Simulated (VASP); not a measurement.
Calculation: optB88-vdW, VASP's PBE PAW potentials (set 64) (plane waves; VASP).

VASP input:

### KPOINTS
```
Automatic mesh
0
gamma
 8 8 8
0 0 0
```

POSCAR:
```
MgS
1.0
  0.0000000000   2.6000000000   2.6000000000
  2.6000000000   0.0000000000   2.6000000000
  2.6000000000   2.6000000000   0.0000000000
Mg S
1 1
Direct
  0.0000000000   0.0000000000   0.0000000000
  0.5000000000   0.5000000000   0.5000000000
```

**INCAR**
```
SYSTEM = MgS
PREC = Accurate
ENCUT = 520
EDIFF = 1E-6
NELM = 100
ALGO = Normal
LREAL = .FALSE.
LASPH = .TRUE.
ISMEAR = 0
SIGMA = 0.05
GGA = BO
PARAM1 = 0.1833333333
PARAM2 = 0.22
LUSE_VDW = .TRUE.
AGGAC = 0.0
LWAVE = .FALSE.
LCHARG = .FALSE.
IBRION = 2
ISIF = 3
NSW = 60
EDIFFG = -0.01
```

POTCAR, in this order: Mg S (PBE.64 set). Program: vasp_std.

What VASP printed:

**OUTCAR**
```
 ion  position               nearest neighbor table
   1  0.000  0.000  0.000-   2 2.60   2 2.60   2 2.60   2 2.60   2 2.60   2 2.60
   2  0.500  0.500  0.500-   1 2.60   1 2.60   1 2.60   1 2.60   1 2.60   1 2.60
  LATTYP: Found a face centered cubic cell.
 ALAT       =     5.2000000000
 Subroutine PRICEL returns:
 Original cell was already a primitive cell.
 Subroutine GETGRP returns: Found 48 space group operations
The static configuration has the point symmetry O_h .
The dynamic configuration has the point symmetry O_h .
 Subroutine INISYM returns: Found 48 space group operations
 Subroutine IBZKPT returns following result:
 Found     29 irreducible k-points:

 Following reciprocal coordinates:
            Coordinates               Weight
  0.000000  0.000000  0.000000      1.000000
  0.125000  0.000000  0.000000      8.000000
  0.250000  0.000000  0.000000      8.000000
  0.375000  0.000000  0.000000      8.000000
  0.500000  0.000000  0.000000      4.000000
  0.125000  0.125000  0.000000      6.000000
  0.250000  0.125000  0.000000     24.000000
  0.375000  0.125000  0.000000     24.000000
  0.500000  0.125000  0.000000     24.000000
 -0.375000  0.125000  0.000000     24.000000
 -0.250000  0.125000  0.000000     24.000000
 -0.125000  0.125000  0.000000     12.000000
  0.250000  0.250000  0.000000      6.000000
  0.375000  0.250000  0.000000     24.000000
  0.500000  0.250000  0.000000     24.000000
 -0.375000  0.250000  0.000000     24.000000
 -0.250000  0.250000  0.000000     12.000000
  0.375000  0.375000  0.000000      6.000000
  0.500000  0.375000  0.000000     24.000000
 -0.375000  0.375000  0.000000     12.000000
  0.500000  0.500000  0.000000      3.000000
  0.375000  0.250000  0.125000     24.000000
  0.500000  0.250000  0.125000     48.000000
 -0.375000  0.250000  0.125000     24.000000
...
```

OSZICAR:
```
       N       E                     dE             d eps       ncg     rms          rms(c)
DAV:   1     0.267979151443E+02    0.26798E+02   -0.37913E+03   488   0.819E+02
DAV:   2    -0.519294835826E+01   -0.31991E+02   -0.30873E+02   640   0.110E+02
DAV:   3    -0.616163141330E+01   -0.96868E+00   -0.96868E+00   592   0.264E+01
DAV:   4    -0.616568813072E+01   -0.40567E-02   -0.40567E-02   696   0.197E+00
DAV:   5    -0.616569709312E+01   -0.89624E-05   -0.89624E-05   632   0.641E-02    0.414E+00
DAV:   6    -0.573491921847E+01    0.43078E+00   -0.12180E+00   504   0.553E+00    0.340E+00
DAV:   7    -0.570000823199E+01    0.34911E-01   -0.26191E-01   600   0.281E+00    0.260E+00
DAV:   8    -0.570324020731E+01   -0.32320E-02   -0.16351E-02   496   0.130E+00    0.112E+00
DAV:   9    -0.570297984833E+01    0.26036E-03   -0.88946E-04   592   0.252E-01    0.262E-01
DAV:  10    -0.570303629636E+01   -0.56448E-04   -0.15913E-04   672   0.966E-02    0.106E-02
DAV:  11    -0.570303453361E+01    0.17628E-05   -0.21921E-05   576   0.263E-02    0.703E-03
DAV:  12    -0.570303464938E+01   -0.11577E-06   -0.46797E-07   328   0.616E-03
   1 F= -.57030346E+01 E0= -.57030346E+01  d E =-.570303E+01
       N       E                     dE             d eps       ncg     rms          rms(c)
DAV:   1    -0.570403031569E+01   -0.99578E-03   -0.17574E-02   520   0.865E-01    0.243E-01
DAV:   2    -0.570327190924E+01    0.75841E-03   -0.22698E-03   496   0.253E-01    0.769E-02
DAV:   3    -0.570319245261E+01    0.79457E-04   -0.44463E-04   528   0.117E-01    0.527E-02
DAV:   4    -0.570319081680E+01    0.16358E-05   -0.32838E-06   576   0.160E-02    0.466E-02
DAV:   5    -0.570318558436E+01    0.52324E-05   -0.25852E-06   488   0.143E-02    0.703E-03
DAV:   6    -0.570318574048E+01   -0.15612E-06   -0.28008E-08   240   0.167E-03
   2 F= -.57031857E+01 E0= -.57031857E+01  d E =-.151091E-03
```

File OUTCAR:
```
------------------------ aborting loop because EDIFF is reached ----------------------------------------
  FORCE on cell =-STRESS in cart. coord.  units (eV):
  Direction    XX          YY          ZZ          XY          YZ          ZX
  --------------------------------------------------------------------------------------
  Total       -0.0191411     -0.0191411     -0.0191411      0.0000000     -0.0000000     -0.0000000
  in kB       -0.8676545     -0.8676545     -0.8676545      0.0000000     -0.0000000     -0.0000000
  external PRESSURE =      -0.8676545 kB  Pullay stress =       0.0000000 kB
  volume of cell :       35.35
      direct lattice vectors                 reciprocal lattice vectors
    -0.000000000  2.604754269  2.604754269    -0.191956687  0.191956687  0.191956687
     2.604754269  0.000000000  2.604754269     0.191956687 -0.191956687  0.191956687
     2.604754269  2.604754269  0.000000000     0.191956687  0.191956687 -0.191956687
 POSITION                                       TOTAL-FORCE (eV/Angst)
 -----------------------------------------------------------------------------------
      5.20951      2.60475      2.60475         0.000000      0.000000     -0.000000
      2.60475      2.60475      2.60475        -0.000000     -0.000000      0.000000
 -----------------------------------------------------------------------------------
    total drift:                                0.000000      0.000000      0.000000
  FREE ENERGIE OF THE ION-ELECTRON SYSTEM (eV)
  ---------------------------------------------------
  free  energy   TOTEN  =        -5.7031857405 eV

  energy  without entropy=       -5.7031857405  energy(sigma->0) =       -5.70318574

 reached required accuracy - stopping structural energy minimisation
```
(Selected blocks of OUTCAR.)

### CONTCAR
```
MgS
   1.00000000000000
    -0.0000000000000000    2.6047542686436058    2.6047542686436058
     2.6047542686436058    0.0000000000000000    2.6047542686436058
     2.6047542686436058    2.6047542686436058    0.0000000000000000
  Mg              S
     1     1
Direct
     0.0000000000000000    1.0000000000000000    1.0000000000000000
     0.5000000000000000    0.5000000000000000    0.5000000000000000
```

The compound is MgS in the rock salt structure. This run relaxes it. Symmetry was kept, so distortions that lower it aren't found.
